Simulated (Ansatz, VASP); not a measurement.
# ZnGaP: VASP beside Ansatz

```
Zn Ga P
1.0
     4.01594    0.00000    0.00000
    -2.00797    3.47791    0.00000
     0.00000    0.00000    4.40420
Zn Ga P
1 1 1
Direct
  0.00000 0.00000 0.50000
  0.66667 0.33333 0.00000
  0.33333 0.66667 0.50000
```

The cell was built by a generator and needn't be a form met in nature.

Alike in both runs: task single point; functional HSE(alpha, omega); k mesh 4 × 4 × 3; occupations fermi-dirac, width 0.05 eV; no spin polarisation.

|  | VASP | Ansatz |
| --- | --- | --- |
| version | VASP 6.6.1 | Ansatz 0.2.0 |
| potentials or method | VASP PAW PBE potentials, release 64 (Zn, Ga_d, P) | Ansatz PAW |
| plane-wave cutoff (eV) | 520 | 420 |
| valence electrons in the cell | 30 | 30 |

VASP gave:

* gap on the k mesh at the Fermi level (eV): 0.16
* least direct gap on the mesh (eV): 1.83
* pressure (GPa): 1.3
* largest component of the traceless stress (GPa): 0.77

Task: Which values does Ansatz return?

Result: gap on the k mesh at the Fermi level (eV): 0.16; least direct gap on the mesh (eV): 1.83; pressure (GPa): 1.2; largest component of the traceless stress (GPa): 0.69.

Caveats: the k mesh is coarse (spacing up to 0.48 Å⁻¹), so the values aren't converged, least of all with exact exchange; the PAW data sets were made with another functional, which shifts forces and pressure a little (VASP); an odd mesh through Γ misses points on the zone boundary, where band edges often lie (VASP); the PAW data sets come from PBE, with cores solved anew for the run's functional, which leaves a small shift of forces and pressure (Ansatz); the thresholds are loose for stress (Ansatz).
